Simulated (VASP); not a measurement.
Mo:

```
Mo
1.0
    -1.57342    1.57342    1.57342
     1.57342   -1.57342    1.57342
     1.57342    1.57342   -1.57342
Mo
1
Direct
  0.00000 0.00000 0.00000
```

Base run:

* Program: VASP 6.6.1
* Functional: PBE
* Potentials or basis: VASP PAW PBE potentials, release 64 (Mo_sv)
* Cutoff: 450 eV
* k mesh: 14 × 14 × 14
* Occupations: gaussian, width 0.1 eV
* Spin: no spin polarisation

Its results: band gap on the k mesh none (metal or under the smearing width); pressure 4.6 GPa.

Task: The run is repeated on the same cell with these changes: cutoff from 450 eV to 520 eV; k mesh from 14 × 14 × 14 to 16 × 16 × 16. What comes out?

Result: Band gap on the k mesh none (metal or under the smearing width); pressure 3.9 GPa.

Not every run made on this cell is shown here.
